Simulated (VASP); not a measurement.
**C (relaxed from the layer:A7 structure): computed properties**

These are r2SCAN meta-GGA, VASP's PBE PAW potentials (set 64) (plane waves; VASP 6.6.1) values and carry that method's errors.

```
Quantity                                                                                  Result
----------------------------------  ------------------------------------------------------------
space group                                                                         P6/mmm (191)
cell                                a = b = 2.4577 Å, c = 13.1850 Å, α = β = 90.00°, γ = 120.00°
band gap (over mesh and band path)                      none (metal, semimetal or under 0.01 eV)
```

```
C
1.0
    2.45769     0.00000     0.00000
   -1.22885     2.12843     0.00000
    0.00000     0.00000    13.18496
C
2
Direct
  0.66667   0.33333   0.50001
  0.33333   0.66667   0.49999
```

The cell holds vacuum, so volume and density refer to the whole cell. The cell holds a wide vacuum, so values per volume refer to the whole cell.

The cell is a sheet with vacuum, built from a generated structure.
